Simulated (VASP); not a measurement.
# AgRu16 in VASP: a series of runs, part 2 of 2

VASP 6.6.1. The steps go on from the part before.

## 3. Single point, optB86b-vdW

The input, INCAR:

```
PREC = Accurate
ENCUT = 400
EDIFF = 1E-7
ISMEAR = 1
SIGMA = 0.1
LREAL = Auto
LASPH = T
NELM = 100
ALGO = Fast
ISIF = 2
LWAVE = F
LCHARG = F
GGA = MK
LUSE_VDW = T
AGGAC = 0.0
PARAM1 = 0.1234
PARAM2 = 1.0
NBANDS = 132
ISYM = 0
KPAR = 4
```

The input, KPOINTS:

```
regular mesh
0
Gamma
  6 6 1
```

The input, POSCAR:

```
AgRu16
1.0
    5.4000000000      0.0000000000      0.0000000000
    2.7000000000      4.6765371804      0.0000000000
    0.0000000000      0.0000000000     22.9152000000
Ru Ag
16 1
Direct
    0.8333000000      0.3333000000      0.1091000000
    0.3333000000      0.3333000000      0.1091000000
    0.8333000000      0.8333000000      0.1091000000
    0.3333000000      0.8333000000      0.1091000000
    0.0000000000      0.0000000000      0.2024000000
    0.5000000000      0.0000000000      0.2024000000
    0.0000000000      0.5000000000      0.2024000000
    0.5000000000      0.5000000000      0.2024000000
    0.8334000000      0.3328000000      0.2949000000
    0.3332000000      0.3333000000      0.2953000000
    0.8335000000      0.8337000000      0.2949000000
    0.3326000000      0.8336000000      0.2949000000
    0.9998000000      0.0001000000      0.3861000000
    0.5024000000      0.9949000000      0.3855000000
    0.9945000000      0.5026000000      0.3855000000
    0.5023000000      0.5025000000      0.3855000000
    0.3320000000      0.3333000000      0.4834000000
```

Potentials or basis: VASP PAW PBE potentials, release 64 (Ru_pv, Ag).

Launch:

```console
$ cat potpaw_PBE.64/Ru_pv/POTCAR potpaw_PBE.64/Ag/POTCAR > POTCAR
$ mpirun -np 4 vasp_std > vasp.out
```

OUTCAR:

```text
PREC = Accurate
   ENCUT = 400
   EDIFF = 1E-7
   ISMEAR = 1
   LREAL = Auto
   LASPH = T
   NELM = 100
   ISIF = 2
   GGA = MK
   ISYM = 0

 ion  position               nearest neighbor table
   1  0.833  0.333  0.109-   5 2.65   8 2.65   7 2.65   3 2.70   3 2.70   4 2.70   4 2.70   2 2.70
                             2 2.70
   2  0.333  0.333  0.109-   6 2.65   7 2.65   8 2.65   4 2.70   3 2.70   4 2.70   3 2.70   1 2.70
                             1 2.70
   3  0.833  0.833  0.109-   7 2.65   6 2.65   5 2.65   1 2.70   1 2.70   2 2.70   2 2.70   4 2.70
                             4 2.70
   4  0.333  0.833  0.109-   8 2.65   5 2.65   6 2.65   2 2.70   1 2.70   2 2.70   1 2.70   3 2.70
                             3 2.70
   5  0.000  0.000  0.202-  12 2.63  11 2.63   9 2.63   1 2.65   4 2.65   3 2.65   7 2.70   7 2.70
                             8 2.70   8 2.70   6 2.70   6 2.70
   6  0.500  0.000  0.202-  11 2.63  12 2.63  10 2.64   2 2.65   3 2.65   4 2.65   8 2.70   7 2.70
                             8 2.70   7 2.70   5 2.70   5 2.70
   7  0.000  0.500  0.202-  11 2.63   9 2.63  10 2.64   3 2.65   2 2.65   1 2.65   5 2.70   5 2.70
                             6 2.70   6 2.70   8 2.70   8 2.70
   8  0.500  0.500  0.202-   9 2.63  12 2.63  10 2.64   4 2.65   1 2.65   2 2.65   6 2.70   5 2.70
                             6 2.70   5 2.70   7 2.70   7 2.70
   9  0.833  0.333  0.295-  15 2.59  16 2.59  13 2.61   5 2.63   8 2.63   7 2.63  11 2.69  12 2.70
                            10 2.70  10 2.70  12 2.70  11 2.71
  10  0.333  0.333  0.295-  16 2.60  14 2.60  15 2.60   7 2.64   6 2.64   8 2.64   9 2.70  11 2.70
                            12 2.70  12 2.70   9 2.70  11 2.70
  11  0.834  0.834  0.295-  14 2.59  15 2.59  13 2.61   5 2.63   6 2.63   7 2.63   9 2.69  12 2.69
                            10 2.70  10 2.70   9 2.71  12 2.71
  12  0.333  0.834  0.295-  16 2.59  14 2.59  13 2.61   5 2.63   8 2.63   6 2.63  11 2.69   9 2.70
                            10 2.70  10 2.70   9 2.70  11 2.71
  13  1.000  0.000  0.386-   9 2.61  11 2.61  12 2.61  15 2.70  16 2.70  14 2.70  14 2.70  16 2.70
                            15 2.70
  14  0.502  0.995  0.386-  12 2.59  11 2.59  10 2.60  15 2.66  16 2.66  13 2.70  13 2.70  16 2.74
                            15 2.74  17 2.75
  15  0.995  0.503  0.386-   9 2.59  11 2.59  10 2.60  14 2.66  16 2.66  13 2.70  13 2.70  16 2.74
                            14 2.74  17 2.74
  16  0.502  0.502  0.386-  12 2.59   9 2.59  10 2.60  15 2.66  14 2.66  13 2.70  13 2.70  14 2.74
                            15 2.74  17 2.75
  17  0.332  0.333  0.483-  15 2.74  14 2.75  16 2.75
[... 165 lines left out ...]

 Free energy of the ion-electron system (eV)
  ---------------------------------------------------
  ext. energy  EPLUGINS =         0.00000000
  ---------------------------------------------------
  free energy    TOTEN  =       -91.87179268 eV

  energy without entropy =      -91.87172543  energy(sigma->0) =      -91.87177026

 E-fermi :   2.3083     XC(G=0):  -7.0019

 val. band max:        2.3031850649   @ k =   0.0000   0.3333   0.0000
 cond. band min:       2.3248579125   @ k =   0.5000   0.0000   0.0000
 fundamental gap:      0.0216728476
 Fermi energy:         2.3083215563

 k-point     1 :       0.0000    0.0000    0.0000
  band No.  band energies     occupation
      1     -41.3735      2.00000
      2     -41.3709      2.00000
      3     -41.3708      2.00000
      4     -41.3446      2.00000
      5     -41.3021      2.00000
      6     -41.3021      2.00000
[... 2629 lines left out ...]
    128       3.1308     -0.00000
    129       3.1438     -0.00000
 [bands above 129 left out]

------------------------ aborting loop because EDIFF is reached ----------------------------------------

  FORCE on cell =-STRESS in cart. coord.  units (eV):
  Direction    XX          YY          ZZ          XY          YZ          ZX
  --------------------------------------------------------------------------------------
  -------------------------------------------------------------------------------------
  Total      -11.9254853    -11.9258296     -5.2430396     -0.0120607     -0.0054738      0.0449751
  in kB      -33.0175496    -33.0185030    -14.5161656     -0.0333920     -0.0151552      0.1245206
  external PRESSURE =     -26.8507394 kB  Pullay stress =       0.0000000 kB

 VOLUME and BASIS-vectors are now :
 -----------------------------------------------------------------------------
  energy-cutoff  :      400.00
  volume of cell :      578.68
      direct lattice vectors                 reciprocal lattice vectors
     5.400000000  0.000000000  0.000000000     0.185185185 -0.106916717  0.000000000
     2.700000000  4.676537180  0.000000000     0.000000000  0.213833433  0.000000000
     0.000000000  0.000000000 22.915200000     0.000000000  0.000000000  0.043639157

 POSITION                                       TOTAL-FORCE (eV/Angst)
 -----------------------------------------------------------------------------------
      5.39973      1.55869      2.50005         0.001056     -0.022820      0.510101
      2.69973      1.55869      2.50005         0.000613      0.000435      0.499382
      6.74973      3.89696      2.50005         0.020833      0.011816      0.510239
      4.04973      3.89696      2.50005        -0.019375      0.012244      0.510240
      0.00000      0.00000      4.63804        -0.003276      0.000284     -0.707406
      2.70000      0.00000      4.63804        -0.004135      0.015697     -0.519017
[... 9 lines left out ...]
      4.06917      2.34996      8.83381        -0.039948     -0.021782      0.048537
      2.69271      1.55869     11.07721         0.005712      0.000243     -0.056568
 -----------------------------------------------------------------------------------
    total drift:                                0.000700      0.000808      0.013697

  FREE ENERGIE OF THE ION-ELECTRON SYSTEM (eV)
  ---------------------------------------------------
  free  energy   TOTEN  =       -91.8717926774 eV

  energy  without entropy=      -91.8717254260  energy(sigma->0) =      -91.87177026

Total vdW correction in eV:     33.9575023
```

OSZICAR:

```text
N       E                     dE             d eps       ncg     rms          rms(c)
DAV:   1     0.215958246005E+04    0.21596E+04   -0.13274E+05  7072   0.140E+03
DAV:   2    -0.132738149930E+01   -0.21609E+04   -0.21023E+04  5540   0.448E+02
DAV:   3    -0.978729023007E+02   -0.96546E+02   -0.92648E+02  7780   0.767E+01
[... 30 lines left out ...]
RMM:  34    -0.918717941962E+02    0.10857E-05   -0.28765E-07  3581   0.584E-04    0.484E-04
RMM:  35    -0.918717932508E+02    0.94540E-06   -0.15023E-07  3308   0.461E-04    0.219E-04
RMM:  36    -0.918717929140E+02    0.33679E-06   -0.64029E-08  2197   0.326E-04    0.109E-04
RMM:  37    -0.918717927631E+02    0.15089E-06   -0.33124E-08  2542   0.306E-04    0.672E-05
RMM:  38    -0.918717926774E+02    0.85780E-07   -0.27051E-08  2150   0.282E-04
   1 F= -.91871793E+02 E0= -.91871770E+02  d E =-.672513E-04
```

stdout:

```text
POSCAR found type information on POSCAR RuAg
 POSCAR found :  2 types and      17 ions
 scaLAPACK will be used
 -----------------------------------------------------------------------------
|                                                                             |
|                                                                             |
[... 16 lines left out ...]
|                                                                             |
 -----------------------------------------------------------------------------

 LDA part: xc-table for (Slater+PW92), standard interpolation
 POSCAR, INCAR and KPOINTS ok, starting setup
 FFT: planning ... GRIDC
 FFT: planning ... GRID_SOFT
 FFT: planning ... GRID
 WAVECAR not read
 entering main loop
```

It took 44 min on 4 MPI ranks of Intel Xeon Platinum 8488C (Sapphire Rapids), shared host; peak memory 1.8 GiB.

Results:

* Free energy: -91.8718 eV
* Largest force: 0.707 eV/Å
* Band gap on the k mesh: none (metal or under the smearing width)

Forces on the atoms (eV/Å):
```
Ru   0.001 -0.023  0.510
Ru   0.001  0.000  0.499
Ru   0.021  0.012  0.510
Ru  -0.019  0.012  0.510
Ru  -0.003  0.000 -0.707
Ru  -0.004  0.016 -0.519
Ru   0.010 -0.008 -0.518
Ru  -0.019 -0.009 -0.520
Ru   0.007 -0.005  0.044
Ru  -0.001  0.003  0.049
Ru   0.001 -0.003  0.045
Ru   0.001  0.005  0.045
Ru  -0.001 -0.003 -0.016
Ru  -0.001  0.044  0.042
Ru   0.042 -0.019  0.035
Ru  -0.040 -0.022  0.049
Ag   0.006  0.000 -0.057
```

Caveat: the PAW data sets were made with another functional, which shifts forces and pressure a little.

## 4. Single point, rev-vdW-DF2

Edit INCAR of step 3 so:

```diff
@@ -16,3 +16,4 @@
 PARAM1 = 0.1234
-PARAM2 = 1.0
+PARAM2 = 0.711357
+ZAB_VDW = -1.8867
 NBANDS = 132
```

KPOINTS is that of step 3.

POSCAR is that of step 3.

Launch:

```console
$ cat potpaw_PBE.64/Ru_pv/POTCAR potpaw_PBE.64/Ag/POTCAR > POTCAR
$ mpirun -np 4 vasp_std > vasp.out
```

Run time: 29 min. Hardware: 4 MPI ranks of Intel Xeon Platinum 8488C (Sapphire Rapids), shared host; peak memory 1.8 GiB.

Results (log left out):

- Free energy: -96.4240 eV
- Largest force: 0.706 eV/Å
- Band gap on the k mesh: none (metal or under the smearing width)

Forces in eV/Å, atoms in the order of the input:
```
Ru   0.001 -0.023  0.490
Ru   0.001  0.000  0.479
Ru   0.021  0.012  0.490
Ru  -0.019  0.012  0.490
Ru  -0.003  0.000 -0.706
Ru  -0.004  0.015 -0.518
Ru   0.010 -0.008 -0.517
Ru  -0.019 -0.009 -0.519
Ru   0.007 -0.006  0.043
Ru  -0.001  0.003  0.049
Ru   0.002 -0.003  0.044
Ru   0.000  0.005  0.045
Ru  -0.001 -0.003 -0.006
Ru  -0.001  0.041  0.052
Ru   0.039 -0.018  0.045
Ru  -0.037 -0.020  0.059
Ag   0.006  0.000 -0.023
```

Levels at points of the mesh, in eV from the Fermi level:
```
           k point  band 116  band 117  band 118  band 119  band 120  band 121
(0.00, 0.00, 0.00)      0.73      0.95      0.96      1.01      1.01      1.04
(0.50, 0.00, 0.00)     -0.63     -0.57     -0.36     -0.15     -0.15     -0.07
(0.50, 0.50, 0.00)     -0.63     -0.57     -0.36     -0.15     -0.15     -0.07
(0.00, 0.50, 0.00)     -0.63     -0.57     -0.36     -0.15     -0.15     -0.07
```

Caveat: the PAW data sets were made with another functional, which shifts forces and pressure a little.

## 5. Summary

| level | gap on the mesh (eV) | largest force (eV/Å) |
| --- | --- | --- |
| PBE+D3(BJ) | none | 0.63 |
| optB86b-vdW | none | 0.71 |
| rev-vdW-DF2 | none | 0.71 |

Alike in all rows: task single point; potentials or basis VASP PAW PBE potentials, release 64 (Ru_pv, Ag); no spin polarisation; cell as given; k mesh 6 × 6 × 1; cutoff (eV) 400; smearing methfessel-paxton 0.1 eV.

Every run on the cell as given and a fine mesh finds a metal.

Caveats: the PAW data sets were made with another functional, which shifts forces and pressure a little (some runs).

Total energies depend on the potentials used, so only differences within one code and one set of settings carry meaning.
